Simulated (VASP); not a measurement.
OSZICAR of a VASP run on In2O3 (space group Ia-3):

OSZICAR:
```
       N       E                     dE             d eps       ncg     rms          rms(c)
DAV:   1     0.556712347142E+04    0.55671E+04   -0.12597E+05  1688   0.200E+03
DAV:   2     0.119814296643E+04   -0.43690E+04   -0.42032E+04  1704   0.616E+02
DAV:   3    -0.782010082838E+02   -0.12763E+04   -0.11888E+04  1785   0.299E+02
DAV:   4    -0.258688603335E+03   -0.18049E+03   -0.17697E+03  2256   0.114E+02
DAV:   5    -0.263688774079E+03   -0.50002E+01   -0.49656E+01  2216   0.224E+01    0.434E+01
DAV:   6    -0.223204095024E+03    0.40485E+02   -0.16664E+02  2520   0.608E+01    0.367E+01
DAV:   7    -0.223760718436E+03   -0.55662E+00   -0.14798E+01  2000   0.110E+01    0.925E+00
DAV:   8    -0.223502729018E+03    0.25799E+00   -0.11564E+00  2568   0.351E+00    0.535E+00
DAV:   9    -0.223427219539E+03    0.75509E-01   -0.30505E-01  2400   0.291E+00    0.864E-01
DAV:  10    -0.223426301230E+03    0.91831E-03   -0.72690E-02  2264   0.148E+00    0.270E-01
DAV:  11    -0.223430519797E+03   -0.42186E-02   -0.10433E-02  2224   0.323E-01    0.214E-01
DAV:  12    -0.223431193484E+03   -0.67369E-03   -0.15481E-03  2416   0.147E-01    0.544E-02
DAV:  13    -0.223431185717E+03    0.77669E-05   -0.29947E-04  2512   0.643E-02    0.227E-02
DAV:  14    -0.223431197639E+03   -0.11922E-04   -0.23798E-05  2064   0.358E-02    0.118E-02
DAV:  15    -0.223431200036E+03   -0.23971E-05   -0.76564E-06  1672   0.116E-02    0.529E-03
DAV:  16    -0.223431198389E+03    0.16472E-05   -0.21965E-06  1248   0.117E-02    0.191E-03
DAV:  17    -0.223431198442E+03   -0.52969E-07   -0.56928E-07   984   0.325E-03
   1 F= -.22343120E+03 E0= -.22344098E+03  d E =0.293571E-01
```

**Question.** Which electronic solver shows in the log?

**Answer.** It is blocked Davidson (ALGO = Normal, or the opening steps of other solvers). The INCAR had ALGO = Normal.

**Question.** Can the final energy be trusted as converged?

**Answer.** The calculation finished and met its thresholds. It stopped with EDIFF = 1E-6, NELM = 100 (PBE GGA, plane waves, VASP's PBE PAW potentials (set 64)).

The structure was generated: In2O3 was put into an ordered model structure, a phase also known from measurement. The cell was not relaxed at this level.
